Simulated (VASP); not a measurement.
Input:

```yaml
crystal:
  lattice:
    - [3.88818, 0.00000, 0.00000]
    - [-1.94409, 3.36726, 0.00000]
    - [0.00000, 0.00000, 3.61816]
  atoms:
    - { symbol: Sn, position: [0.00000, 0.00000, 0.00000] }
    - { symbol: Ge, position: [0.66667, 0.33333, 0.50000] }
```

Method: PBEsol GGA, VASP's PBE PAW potentials (set 64) (plane waves; VASP 6.6.1). Settings: 400 eV cut-off, Gaussian smearing of 0.050 eV, potentials Sn_d Ge_d.

Give the energies of bands 12 to 17 at the high-symmetry points, in eV from the Fermi level.

```csv
band,Γ,M,K,A,L,H
12,-1.43,-7.62,-7.93,-8.66,-6.21,-5.56
13,-0.77,-1.79,-4.43,2.25,-4.11,-4.05
14,0.28,0.11,2.28,2.25,-4.04,-4.05
15,0.28,1.55,3.54,3.32,1.07,-1.32
16,3.85,4.13,3.91,3.66,1.75,-1.21
17,3.85,4.63,4.49,3.66,3.52,7.92
```

It has no gap at this level: it comes out as a metal or semimetal.

The structure was generated: SnGe was put into the WC type (P-6m2), which need not be its known phase. It was relaxed first, which changed the volume by +12 %.
